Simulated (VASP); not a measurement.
Output of a VASP run:

File OUTCAR:
```
 ion  position               nearest neighbor table
   1  0.000  0.500  0.000-   3 3.28   4 3.28   3 3.28   4 3.28
   2  0.500  0.000  0.500-   3 3.30   4 3.30   3 3.30   4 3.30
   3  0.000  0.000  0.250-   1 3.28   1 3.28   2 3.30   2 3.30
   4  0.000  0.000  0.750-   1 3.28   1 3.28   2 3.30   2 3.30
  LATTYP: Found a simple orthorhombic cell.
 ALAT       =     3.3663527449
 B/A-ratio  =     1.0150000000
 C/A-ratio  =     3.3491268427
 Subroutine PRICEL returns:
 Original cell was already a primitive cell.
 Subroutine GETGRP returns: Found  8 space group operations
The static configuration has the point symmetry D_2h.
The dynamic configuration has the point symmetry D_2h.
 Subroutine INISYM returns: Found  8 space group operations
 Subroutine IBZKPT returns following result:
 Found     75 irreducible k-points:

 Following reciprocal coordinates:
            Coordinates               Weight
  0.000000  0.000000  0.000000      1.000000
  0.125000  0.000000  0.000000      2.000000
  0.250000  0.000000  0.000000      2.000000
  0.375000  0.000000  0.000000      2.000000
  0.500000  0.000000  0.000000      1.000000
  0.000000  0.125000  0.000000      2.000000
  0.125000  0.125000  0.000000      4.000000
  0.250000  0.125000  0.000000      4.000000
  0.375000  0.125000  0.000000      4.000000
  0.500000  0.125000  0.000000      2.000000
  0.000000  0.250000  0.000000      2.000000
  0.125000  0.250000  0.000000      4.000000
  0.250000  0.250000  0.000000      4.000000
  0.375000  0.250000  0.000000      4.000000
  0.500000  0.250000  0.000000      2.000000
  0.000000  0.375000  0.000000      2.000000
  0.125000  0.375000  0.000000      4.000000
  0.250000  0.375000  0.000000      4.000000
  0.375000  0.375000  0.000000      4.000000
  0.500000  0.375000  0.000000      2.000000
  0.000000  0.500000  0.000000      1.000000
  0.125000  0.500000  0.000000      2.000000
  0.250000  0.500000  0.000000      2.000000
  0.375000  0.500000  0.000000      2.000000
  0.500000  0.500000  0.000000      1.000000
  0.000000  0.000000  0.250000      2.000000
  0.125000  0.000000  0.250000      4.000000
  0.250000  0.000000  0.250000      4.000000
  0.375000  0.000000  0.250000      4.000000
  0.500000  0.000000  0.250000      2.000000
  0.000000  0.125000  0.250000      4.000000
  0.125000  0.125000  0.250000      8.000000
  0.250000  0.125000  0.250000      8.000000
  0.375000  0.125000  0.250000      8.000000
  0.500000  0.125000  0.250000      4.000000
  0.000000  0.250000  0.250000      4.000000
  0.125000  0.250000  0.250000      8.000000
  0.250000  0.250000  0.250000      8.000000
  0.375000  0.250000  0.250000      8.000000
  0.500000  0.250000  0.250000      4.000000
   k-points           NKPTS =     75   k-points in BZ     NKDIM =     75   number of bands    NBANDS=     28
   number of dos      NEDOS =    301   number of ions     NIONS =      4
   total plane-waves  NPLWV =  48384
   dimension x,y,z NGX =    24 NGY =   24 NGZ =   84
   dimension x,y,z NGXF=    48 NGYF=   48 NGZF=  168
   ions per type =               2   2
   PREC   = accura    normal or accurate (medium, high low for compatibility)
   ISTART =      0    job   : 0-new  1-cont  2-samecut
   ICHARG =      2    charge: 1-file 2-atom 10-const
   ISPIN  =      1    spin polarized calculation?
   LNONCOLLINEAR =      F non collinear calculations
   LSORBIT =      F    spin-orbit coupling
   INIWAV =      1    electr: 0-lowe 1-rand  2-diag
   ENCUT  =  480.0 eV  35.28 Ry    5.94 a.u.   6.10  6.01 20.14*2*pi/ulx,y,z
   NELM   =    100;   NELMIN=  2; NELMDL= -5     # of ELM steps
   EDIFF  = 0.1E-06   stopping-criterion for ELM
   LREAL  =      F    real-space projection
   NLSPLINE    = F    spline interpolate recip. space projectors
   LMAXMIX     =    6 max onsite mixed and CHGCAR
   VOSKOWN=      0    Vosko Wilk Nusair interpolation
...
```

### OSZICAR
```
       N       E                     dE             d eps       ncg     rms          rms(c)
DAV:   1     0.400233807997E+03    0.40023E+03   -0.23227E+04  4200   0.170E+03
DAV:   2     0.190888504494E+02   -0.38114E+03   -0.37491E+03  4248   0.456E+02
DAV:   3    -0.177640043118E+02   -0.36853E+02   -0.35424E+02  5248   0.145E+02
DAV:   4    -0.195075441655E+02   -0.17435E+01   -0.16540E+01  5048   0.320E+01
DAV:   5    -0.195830280104E+02   -0.75484E-01   -0.75041E-01  5260   0.620E+00    0.236E+01
DAV:   6    -0.193347001888E+02    0.24833E+00   -0.70733E-01  5016   0.114E+01    0.129E+01
DAV:   7    -0.193174414329E+02    0.17259E-01   -0.18046E-01  5584   0.300E+00    0.174E+00
DAV:   8    -0.193188819052E+02   -0.14405E-02   -0.22026E-02  5320   0.130E+00    0.354E-01
DAV:   9    -0.193188633515E+02    0.18554E-04   -0.64263E-03  6032   0.423E-01    0.217E-01
DAV:  10    -0.193183475906E+02    0.51576E-03   -0.39804E-03  5496   0.306E-01    0.127E-01
DAV:  11    -0.193183147723E+02    0.32818E-04   -0.29225E-04  5440   0.130E-01    0.337E-02
DAV:  12    -0.193183174594E+02   -0.26871E-05   -0.26761E-05  5768   0.412E-02    0.125E-02
DAV:  13    -0.193183176468E+02   -0.18738E-06   -0.44996E-06  6540   0.203E-02    0.739E-03
DAV:  14    -0.193183174421E+02    0.20470E-06   -0.86554E-07  5540   0.102E-02    0.210E-03
DAV:  15    -0.193183173893E+02    0.52781E-07   -0.11483E-07  2756   0.265E-03
   1 F= -.19318317E+02 E0= -.19318398E+02  d E =0.243060E-03
```

**OUTCAR**
```
------------------------ aborting loop because EDIFF is reached ----------------------------------------
  FORCE on cell =-STRESS in cart. coord.  units (eV):
  Direction    XX          YY          ZZ          XY          YZ          ZX
  --------------------------------------------------------------------------------------
  Total       -1.2870738     -0.2218220     -1.9005940     -0.0000000      0.0000000      0.0000000
  in kB      -15.9014794     -2.7405563    -23.4813704     -0.0000000      0.0000000      0.0000000
  external PRESSURE =     -14.0411353 kB  Pullay stress =       0.0000000 kB
  volume of cell :      129.68
      direct lattice vectors                 reciprocal lattice vectors
     3.416848036  0.000000000  0.000000000     0.292667391  0.000000000  0.000000000
     0.000000000  3.366352745  0.000000000     0.000000000  0.297057402  0.000000000
     0.000000000  0.000000000 11.274342340     0.000000000  0.000000000  0.088696970
 POSITION                                       TOTAL-FORCE (eV/Angst)
 -----------------------------------------------------------------------------------
      0.00000      1.68318      0.00000         0.000000      0.000000      0.000000
      1.70842      0.00000      5.63717         0.000000      0.000000      0.000000
      0.00000      0.00000      2.81859         0.000000      0.000000      0.047714
      0.00000      0.00000      8.45576         0.000000      0.000000     -0.047714
 -----------------------------------------------------------------------------------
    total drift:                                0.000000     -0.000000      0.000000
  FREE ENERGIE OF THE ION-ELECTRON SYSTEM (eV)
  ---------------------------------------------------
  free  energy   TOTEN  =       -19.3183173893 eV

  energy  without entropy=      -19.3185604488  energy(sigma->0) =      -19.31839841
```
(Selected blocks of OUTCAR.)

File POSCAR:
```
GdBi
1
    3.4168480361     0.0000000000     0.0000000000
    0.0000000000     3.3663527449     0.0000000000
    0.0000000000     0.0000000000    11.2743423398
Gd Bi
2 2
Direct
  0.0000000000   0.5000000000   0.0000000000
  0.5000000000   0.0000000000   0.5000000000
  0.0000000000   0.0000000000   0.2500000000
  0.0000000000   0.0000000000   0.7500000000
```

### Question
Reconstruct the remaining input files.

### Answer
This is not unique; one that fits is the input of the run itself, PBEsol GGA, plane waves, VASP's PBE PAW potentials (set 64).

**INCAR**
```
SYSTEM = GdBi
PREC = Accurate
ENCUT = 480
EDIFF = 1E-7
NELM = 100
ALGO = Normal
LREAL = .FALSE.
LASPH = .TRUE.
ISMEAR = 1
SIGMA = 0.1
GGA = PS
LMAXMIX = 6
LWAVE = .FALSE.
LCHARG = .FALSE.
ISIF = 2
```

KPOINTS:
```
Automatic mesh
0
Gamma
8 8 4
0 0 0
```

POTCAR, in this order: Gd_3 Bi_d (PBE.64 set). Program: vasp_std.

The 4f electrons are frozen in the core of the lanthanide potential, so 4f levels, which can set the real gap, and their magnetism are missing.

The structure was generated: GdBi was put into the PtS type (P4_2/mmc), which need not be its known phase. This cell was strained or had an atom moved on purpose.
